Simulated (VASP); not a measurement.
## Lattice of W (Tungsten), functional by functional

Which functional gives which lattice for W (Tungsten)? The starting structure is a measured crystal structure from the Crystallography Open Database.

Calculated with VASP 6.6.1; Kohn-Sham DFT with plane waves and PAW; PBEsol, r2SCAN, PBE and LDA.

### Step 1. Starting point

The structure is cubic, space group Im-3m (No. 229). The conventional cell has a = 3.165 Å, b = 3.165 Å, c = 3.165 Å, α = 90.00°, β = 90.00°, γ = 90.00°. Nearest to W lie 8 W at 2.74 Å.

Structure file:

```cif
data_structure
_symmetry_space_group_name_H-M 'P 1'
_symmetry_Int_Tables_number 1
_cell_length_a 2.7408
_cell_length_b 2.7408
_cell_length_c 2.7408
_cell_angle_alpha 109.471
_cell_angle_beta 109.471
_cell_angle_gamma 109.471
_cell_volume 15.85
loop_
_atom_site_label
_atom_site_type_symbol
_atom_site_fract_x
_atom_site_fract_y
_atom_site_fract_z
_atom_site_occupancy
W1 W 0.00000 0.00000 0.00000 1
```

### Step 2. Relaxation with PBEsol

PBEsol restores the gradient expansion of exchange and is tuned for the cells of solids. This run starts from the cell of an earlier relaxation, which isn't shown; the restart sets up the plane waves anew.

Contents of INCAR:

```
SYSTEM = W
PREC = Accurate
ENCUT = 520
EDIFF = 1E-07
NELM = 100
ISMEAR = 1
SIGMA = 0.15
LREAL = .FALSE.
ALGO = Normal
GGA = PS
NBANDS = 9
LASPH = .TRUE.
LORBIT = 11
LWAVE = .FALSE.
LCHARG = .FALSE.
KPAR = 4
IBRION = 2
NSW = 50
ISIF = 3
EDIFFG = -0.005
```

Contents of POSCAR:

```
W
1.0
   -1.5721794295      1.5721794295      1.5721794295
    1.5721794295     -1.5721794295      1.5721794295
    1.5721794295      1.5721794295     -1.5721794295
W
1
Direct
    0.0000000000      0.0000000000      0.0000000000
```

Contents of KPOINTS:

```
Automatic mesh
0
Gamma
22 22 22
0 0 0
```

PAW data sets: W (PBE family, release 64).

The run is started by

```sh
$ mpirun -np 4 vasp_std
```

The log of the run:

```text
[banner, memory and clock lines left out]
running    4 mpi-ranks, on    1 nodes
 distrk:  each k-point on    1 cores,    4 groups
 distr:  one band on    1 cores,    1 groups

 POSCAR found type information on POSCAR W
 POSCAR found :  1 types and       1 ions
|                                                                             |
|               ----> ADVICE to this user running VASP <----                  |
|                                                                             |
|     You enforced a specific xc type in the INCAR file but a different       |
|     [... a line on the potential file left out ...]
|     I HOPE YOU KNOW WHAT YOU ARE DOING!                                     |
|                                                                             |

 LDA part: xc-table for (Slater+PW92), standard interpolation
 POSCAR, INCAR and KPOINTS ok, starting setup
 FFT: planning ... GRIDC
 FFT: planning ... GRID_SOFT
 FFT: planning ... GRID
 WAVECAR not read
 entering main loop
       N       E                     dE             d eps       ncg     rms          rms(c)
DAV:   1     0.815334046614E+01    0.81533E+01   -0.29455E+03  5936   0.575E+02
DAV:   2    -0.141657666011E+02   -0.22319E+02   -0.21358E+02  6975   0.134E+02
DAV:   3    -0.145967913368E+02   -0.43102E+00   -0.42933E+00  6953   0.148E+01
DAV:   4    -0.145979393739E+02   -0.11480E-02   -0.11479E-02  6864   0.854E-01
DAV:   5    -0.145979420180E+02   -0.26441E-05   -0.26437E-05  6786   0.353E-02    0.218E+01
DAV:   6    -0.140866696597E+02    0.51127E+00   -0.37408E-01  6515   0.393E+00    0.108E+01
DAV:   7    -0.138862448329E+02    0.20042E+00   -0.44091E-01  6785   0.414E+00    0.298E-01
DAV:   8    -0.138843067592E+02    0.19381E-02   -0.23818E-03  6383   0.367E-01    0.157E-01
DAV:   9    -0.138840504090E+02    0.25635E-03   -0.20238E-04  7147   0.643E-02    0.200E-02
DAV:  10    -0.138840514968E+02   -0.10878E-05   -0.16937E-05  6856   0.285E-02    0.191E-02
DAV:  11    -0.138840508897E+02    0.60710E-06   -0.44451E-07  6506   0.691E-03    0.421E-03
DAV:  12    -0.138840509228E+02   -0.33123E-07   -0.40475E-09  3378   0.647E-04
   1 F= -.13884051E+02 E0= -.13883941E+02  d E =-.138841E+02
 curvature:   0.00 expect dE= 0.000E+00 dE for cont linesearch  0.000E+00
 trial: gam= 0.00000 g(F)=  0.213E-63 g(S)=  0.427E-06 ort = 0.000E+00 (trialstep = 0.100E+01)
 search vector abs. value=  0.428E-06
 reached required accuracy - stopping structural energy minimisation
```

The job ended after 12 s (4 MPI ranks of Intel Xeon Platinum 8259CL at 2.50GHz (Skylake/Cascade Lake), shared host; peak memory 0.64 GiB).

The logs omit lines about the potential files and the build; timing stands in the text.

OUTCAR, selected parts (step 2):

```text
ion  position               nearest neighbor table
   1  0.000  0.000  0.000-

  LATTYP: Found a body centered cubic cell.
 ALAT       =     3.1443588590

 Subroutine GETGRP returns: Found 48 space group operations
 (whereof 48 operations were pure point group operations)

The static configuration has the point symmetry O_h .

 Found    328 irreducible k-points:

   k-points           NKPTS =    328   k-points in BZ     NKDIM =    328   number of bands    NBANDS=      9

   dimension x,y,z NGX =    20 NGY =   20 NGZ =   20
   dimension x,y,z NGXF=    40 NGYF=   40 NGZF=   40

   ENCUT  =  520.0 eV  38.22 Ry    6.18 a.u.   5.06  5.06  5.06*2*pi/ulx,y,z

   NELECT =       6.0000    total number of electrons

 k-points in reciprocal lattice and weights: Automatic mesh
   0.00000000  0.00000000  0.00000000       0.000
   0.04545455  0.00000000  0.00000000       0.001
   0.09090909  0.00000000  0.00000000       0.001
   0.13636364  0.00000000  0.00000000       0.001
   0.18181818  0.00000000  0.00000000       0.001
   0.22727273  0.00000000  0.00000000       0.001
   0.27272727  0.00000000  0.00000000       0.001
   0.31818182  0.00000000  0.00000000       0.001
   0.36363636  0.00000000  0.00000000       0.001
[...]
0.50000000  0.50000000  0.45454545       0.001
   0.50000000  0.50000000  0.50000000       0.000

 average (electrostatic) potential at core
       1 -37.4526

 E-fermi :   7.8788

 k-point     1 :       0.0000    0.0000    0.0000
  band No.  band energies     occupation
      1      -1.8768      2.00000
      2       6.5890      2.00000
      3       6.5890      2.00000
      4       6.5890      2.00000
      5      10.1299     -0.00000
      6      10.1299     -0.00000
      7      23.2078      0.00000
      8      23.2078      0.00000
      9      23.2078      0.00000

 k-point     2 :       0.0455    0.0000    0.0000
  band No.  band energies     occupation
      1      -1.7764      2.00000
      2       6.5262      2.00000
      3       6.5766      2.00000
      4       6.6892      2.00000
      5      10.0274     -0.00000
      6      10.1313     -0.00000
      7      23.2966      0.00000
      8      23.3830      0.00000
      9      23.4632      0.00000

 k-point     3 :       0.0909    0.0000    0.0000
  band No.  band energies     occupation
      1      -1.4821      2.00000
      2       6.3480      2.00000
      3       6.5260      2.00000
      4       6.9874      2.00000
      5       9.7807     -0.00000
      6      10.1387     -0.00000
      7      23.5342      0.00000
      8      23.8976      0.00000
      9      24.1511      0.00000

  Total       -0.0017186     -0.0017186     -0.0017186     -0.0000000      0.0000000     -0.0000000
  in kB       -0.1771445     -0.1771445     -0.1771445     -0.0000000      0.0000000     -0.0000000
  external PRESSURE =      -0.1771445 kB  Pullay stress =       0.0000000 kB

  energy-cutoff  :      520.00
  volume of cell :       15.54
      direct lattice vectors                 reciprocal lattice vectors
    -1.572179430  1.572179430  1.572179430     0.000000000  0.318029858  0.318029858
     1.572179430 -1.572179430  1.572179430     0.318029858  0.000000000  0.318029858
     1.572179430  1.572179430 -1.572179430     0.318029858  0.318029858  0.000000000

 POSITION                                       TOTAL-FORCE (eV/Angst)
 -----------------------------------------------------------------------------------
      0.00000      0.00000      0.00000         0.000000      0.000000      0.000000
 -----------------------------------------------------------------------------------
    total drift:                                0.000000      0.000000      0.000000

  FREE ENERGIE OF THE ION-ELECTRON SYSTEM (eV)
  ---------------------------------------------------
  free  energy   TOTEN  =       -13.8840509228 eV

  energy  without entropy=      -13.8837199735  energy(sigma->0) =      -13.88394061

 reached required accuracy - stopping structural energy minimisation

 total charge
# of ion       s       p       d       tot
------------------------------------------
    1        0.681   0.740   4.218   5.640

[... 3 further parts left out ...]
```

CONTCAR:

```
W
   1.00000000000000
    -1.5721794295000000    1.5721794295000000    1.5721794295000000
     1.5721794295000000   -1.5721794295000000    1.5721794295000000
     1.5721794295000000    1.5721794295000000   -1.5721794295000000
  W
     1
Direct
     0.0000000000000000    0.0000000000000000    0.0000000000000000
```

The PAW data sets were made with PBE, which is usual practice but a small mismatch for other functionals. The data set W keeps the semicore shell frozen, which is cheaper and a little less accurate. The run keeps the 48 symmetry operations of its start, so it cannot find a distortion of lower symmetry.

With PBEsol the relaxed cell holds 15.544 Å³ an atom, -1.93 % against the measured cell, with a = 3.144 Å.

### Step 3. Relaxation with r2SCAN

r2SCAN adds the kinetic-energy density, costs more than a GGA and is run with LASPH. This run starts from the cell of an earlier relaxation, which isn't shown; the restart sets up the plane waves anew.

INCAR: that of step 2 with these lines changed.

```diff
@@ -9,5 +9,5 @@
 ALGO = Normal
-GGA = PS
+METAGGA = R2SCAN
+LASPH = .TRUE.
 NBANDS = 9
-LASPH = .TRUE.
 LORBIT = 11
```

Contents of POSCAR:

```
W
1.0
   -1.5781693750      1.5781693750      1.5781693750
    1.5781693750     -1.5781693750      1.5781693750
    1.5781693750      1.5781693750     -1.5781693750
W
1
Direct
    0.0000000000      0.0000000000      0.0000000000
```

KPOINTS is that of step 2.

The run is started by

```sh
$ mpirun -np 4 vasp_std
```

The log of the run:

```text
[banner, memory and clock lines left out]
running    4 mpi-ranks, on    1 nodes
[...]
[... a notice as in an earlier step ...]

 LDA part: xc-table for (None), standard interpolation
 POSCAR, INCAR and KPOINTS ok, starting setup
[...]
entering main loop
       N       E                     dE             d eps       ncg     rms          rms(c)
DAV:   1    -0.277728116935E+02   -0.27773E+02   -0.30649E+03  5904   0.600E+02
DAV:   2    -0.509701035158E+02   -0.23197E+02   -0.22254E+02  6960   0.141E+02
DAV:   3    -0.514513574336E+02   -0.48125E+00   -0.47829E+00  6839   0.161E+01
DAV:   4    -0.514528310109E+02   -0.14736E-02   -0.14735E-02  6910   0.996E-01
[...]
DAV:  13    -0.514724810685E+02    0.68691E-06   -0.16830E-06  6203   0.705E-03    0.783E-03
DAV:  14    -0.514724808948E+02    0.17365E-06   -0.62729E-08  3193   0.198E-03    0.206E-03
DAV:  15    -0.514724808738E+02    0.21039E-07   -0.58185E-09  3075   0.711E-04
   1 F= -.51472481E+02 E0= -.51472499E+02  d E =-.514725E+02
[...]
reached required accuracy - stopping structural energy minimisation
```

It took 54 s on 4 MPI ranks; peak memory 0.66 GiB.

From OUTCAR (step 3):

```text
  Total       -0.0010010     -0.0010010     -0.0010010     -0.0000000      0.0000000      0.0000000
  in kB       -0.1020050     -0.1020050     -0.1020050     -0.0000000      0.0000000      0.0000000
  external PRESSURE =      -0.1020050 kB  Pullay stress =       0.0000000 kB

  FREE ENERGIE OF THE ION-ELECTRON SYSTEM (eV)
  ---------------------------------------------------
  free  energy   TOTEN  =       -51.4724808738 eV

  energy  without entropy=      -51.4725351844  energy(sigma->0) =      -51.47249898

[... 3 parts as in an earlier step ...]

[... 2 further parts left out ...]
[key lines of the parts left out:]
E-fermi :   7.7076
```

With r2SCAN the relaxed cell holds 15.722 Å³ an atom, -0.80 % against the measured cell, with a = 3.156 Å. That is +1.15 % from PBEsol.

### Step 4. Relaxation with PBE

PBE, the usual starting point, adds the gradient of the density. This run starts from the cell of an earlier relaxation, which isn't shown; the restart sets up the plane waves anew.

INCAR: that of step 3 with these lines changed.

```diff
@@ -9,5 +9,5 @@
 ALGO = Normal
-METAGGA = R2SCAN
+GGA = PE
+NBANDS = 9
 LASPH = .TRUE.
-NBANDS = 9
 LORBIT = 11
```

Contents of POSCAR:

```
W
1.0
   -1.5860549121      1.5860549121      1.5860549121
    1.5860549121     -1.5860549121      1.5860549121
    1.5860549121      1.5860549121     -1.5860549121
W
1
Direct
    0.0000000000      0.0000000000      0.0000000000
```

KPOINTS is that of step 3.

The run is started by

```sh
$ mpirun -np 4 vasp_std
```

The log of the run:

```text
[banner, memory and clock lines left out]
running    4 mpi-ranks, on    1 nodes
[...]
LDA part: xc-table for (Slater+PW92), standard interpolation
 POSCAR, INCAR and KPOINTS ok, starting setup
[...]
entering main loop
       N       E                     dE             d eps       ncg     rms          rms(c)
DAV:   1     0.889106348088E+01    0.88911E+01   -0.29554E+03  5904   0.573E+02
DAV:   2    -0.132359154426E+02   -0.22127E+02   -0.21317E+02  6884   0.133E+02
DAV:   3    -0.137008281800E+02   -0.46491E+00   -0.46083E+00  6897   0.154E+01
DAV:   4    -0.137021054381E+02   -0.12773E-02   -0.12771E-02  6937   0.915E-01
[...]
DAV:  10    -0.130190829974E+02   -0.14747E-05   -0.20020E-05  6928   0.330E-02    0.224E-02
DAV:  11    -0.130190809631E+02    0.20343E-05   -0.69597E-07  6458   0.854E-03    0.389E-03
DAV:  12    -0.130190810055E+02   -0.42402E-07   -0.39284E-09  3390   0.624E-04
   1 F= -.13019081E+02 E0= -.13019024E+02  d E =-.130191E+02
[...]
reached required accuracy - stopping structural energy minimisation
```

Wall time 10 s (4 MPI ranks); peak memory 0.66 GiB.

From OUTCAR (step 4):

```text
  Total       -0.0003771     -0.0003771     -0.0003771      0.0000000      0.0000000     -0.0000000
  in kB       -0.0378557     -0.0378557     -0.0378557      0.0000000      0.0000000     -0.0000000
  external PRESSURE =      -0.0378557 kB  Pullay stress =       0.0000000 kB

 POSITION                                       TOTAL-FORCE (eV/Angst)
 -----------------------------------------------------------------------------------
      0.00000      0.00000      0.00000         0.000000     -0.000000     -0.000000
 -----------------------------------------------------------------------------------
    total drift:                                0.000000      0.000000      0.000000

  FREE ENERGIE OF THE ION-ELECTRON SYSTEM (eV)
  ---------------------------------------------------
  free  energy   TOTEN  =       -13.0190810055 eV

  energy  without entropy=      -13.0189114756  energy(sigma->0) =      -13.01902450

[... 2 parts as in an earlier step ...]

[... 2 further parts left out ...]
[key lines of the parts left out:]
E-fermi :   7.7385
```

With PBE the relaxed cell holds 15.959 Å³ an atom, +0.69 % against the measured cell, with a = 3.172 Å. That is +2.67 % from PBEsol.

### Step 5. Relaxation with LDA

LDA, the lowest rung, knows the local density alone. This run starts from the cell of an earlier relaxation, which isn't shown; the restart sets up the plane waves anew.

INCAR: that of step 4 with these lines changed.

```diff
@@ -9,3 +9,3 @@
 ALGO = Normal
-GGA = PE
+GGA = CA
 NBANDS = 9
```

Contents of POSCAR:

```
W
1.0
   -1.5643876032      1.5643876032      1.5643876032
    1.5643876032     -1.5643876032      1.5643876032
    1.5643876032      1.5643876032     -1.5643876032
W
1
Direct
    0.0000000000      0.0000000000      0.0000000000
```

KPOINTS is that of step 4.

The projector-augmented-wave data sets are W (LDA family, release 64).

The run is started by

```sh
$ mpirun -np 4 vasp_std
```

The log of the run:

```text
[banner, memory and clock lines left out]
running    4 mpi-ranks, on    1 nodes
[...]
LDA part: xc-table for (Slater(with rela. corr.)+CA(PZ))
 , standard interpolation
 POSCAR, INCAR and KPOINTS ok, starting setup
[...]
entering main loop
       N       E                     dE             d eps       ncg     rms          rms(c)
DAV:   1     0.586155623042E+01    0.58616E+01   -0.29601E+03  5912   0.572E+02
DAV:   2    -0.145224279111E+02   -0.20384E+02   -0.19684E+02  7009   0.124E+02
DAV:   3    -0.149033325720E+02   -0.38090E+00   -0.37904E+00  6780   0.139E+01
DAV:   4    -0.149042544628E+02   -0.92189E-03   -0.92183E-03  6819   0.716E-01
[...]
DAV:  10    -0.142038540542E+02   -0.10236E-05   -0.24265E-05  6886   0.333E-02    0.179E-02
DAV:  11    -0.142038541565E+02   -0.10232E-06   -0.54631E-07  6521   0.839E-03    0.623E-03
DAV:  12    -0.142038541619E+02   -0.54465E-08   -0.42270E-09  3310   0.681E-04
   1 F= -.14203854E+02 E0= -.14203746E+02  d E =-.142039E+02
[...]
reached required accuracy - stopping structural energy minimisation
```

The job ended after 9.6 s (4 MPI ranks; peak memory 0.61 GiB; 32 s of CPU time).

OUTCAR, selected parts (step 5):

```text
  Total       -0.0004990     -0.0004990     -0.0004990     -0.0000000      0.0000000      0.0000000
  in kB       -0.0522085     -0.0522085     -0.0522085     -0.0000000      0.0000000      0.0000000
  external PRESSURE =      -0.0522085 kB  Pullay stress =       0.0000000 kB

 POSITION                                       TOTAL-FORCE (eV/Angst)
 -----------------------------------------------------------------------------------
      0.00000      0.00000      0.00000        -0.000000     -0.000000     -0.000000
 -----------------------------------------------------------------------------------
    total drift:                                0.000000      0.000000      0.000000

  FREE ENERGIE OF THE ION-ELECTRON SYSTEM (eV)
  ---------------------------------------------------
  free  energy   TOTEN  =       -14.2038541619 eV

  energy  without entropy=      -14.2035297287  energy(sigma->0) =      -14.20374602

[... 2 parts as in an earlier step ...]

[... 2 further parts left out ...]
[key lines of the parts left out:]
E-fermi :   8.2240
```

With LDA the relaxed cell holds 15.314 Å³ an atom, -3.38 % against the measured cell, with a = 3.129 Å. That is -1.48 % from PBEsol.

### Step 6. The runs compared

```
 level  volume (Å³/atom)  against the measured cell (%)   a (Å)  pressure left (GPa)  core minutes
PBEsol            15.544                          -1.93  3.1444                -0.02          4.36
r2SCAN            15.722                           -0.8  3.1563                -0.01          11.3
   PBE            15.959                           0.69  3.1721                  0.0          2.55
   LDA            15.314                          -3.38  3.1288                -0.01          4.32
```

Core minutes are wall time times ranks, summed over the relaxations behind a row (those for a bulk modulus apart), on shared hosts.

### Step 7. Outcome

```yaml
volume_pbesol: 15.54 Å³/atom
volume_r2scan: 15.72 Å³/atom
volume_pbe: 15.96 Å³/atom
volume_lda: 15.31 Å³/atom
```

Across 4 levels the volume of W (Tungsten) spans 4.2 %, from 15.31 Å³ an atom (LDA) to 15.96 Å³ (PBE). Against the measured volume of the starting structure, PBE comes nearest (+0.7 %) and LDA lies farthest (-3.4 %). The measured cell holds zero-point expansion and, unless it was taken cold, thermal expansion, which the runs lack, so small differences decide nothing. Spin-orbit coupling is left out of all runs, which can matter with elements this heavy. All runs keep the symmetry of the start, so they can't find a distortion of lower symmetry.

[Lines on the potential files, build, host, timing and source positions are cut from VASP's logs without a mark.]

[Logs are printed without paths, hosts, clocks, repeated set-up lines and the standing remarks that a program may print on its own settings, such as how far it seeks lower states.]

[Hosts, paths, dates, database ids (printed as entryN), source tags and the programs' standing remarks are cut or masked in the printed files.]
